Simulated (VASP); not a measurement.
Input:

```xyz
4
Lattice="0.0000 2.1537 2.1537 2.1537 0.0000 2.1537 7.6807 7.6807 0.9339" Properties=species:S:1:pos:R:3 pbc="T T T"
Au     7.6094     7.6094     1.0052
Au     4.1451     4.1451     4.4695
Al     3.8151     3.8151     0.4922
Al     7.9394     7.9394     4.9826
```

Method: PBEsol GGA, VASP's PBE PAW potentials (set 64) (plane waves; VASP). Run with 400 eV cut-off, 14×14×4 Γ-centred mesh, tetrahedra with Blöchl corrections, potentials Au Al.

For a metal the tetrahedron method with Blöchl corrections gives inexact stress and forces.

### Question
Give the force on each atom (eV/Å).

### Answer

```csv
atom,Fx,Fy,Fz
Au1,0.002,0.002,-0.002
Au2,-0.002,-0.002,0.002
Al3,0.037,0.037,-0.037
Al4,-0.037,-0.037,0.037
```

### Question
Give the stress tensor in GPa (positive for a compressed cell).

### Answer

```
-0.03   0.65  -0.65
 0.65  -0.03  -0.65
-0.65  -0.65  -0.03
```
The pressure is its mean diagonal, -0.03 GPa.

The structure was generated: Al2Au2 was put into an ordered model structure (R-3m), which need not be its known phase. It was relaxed first.
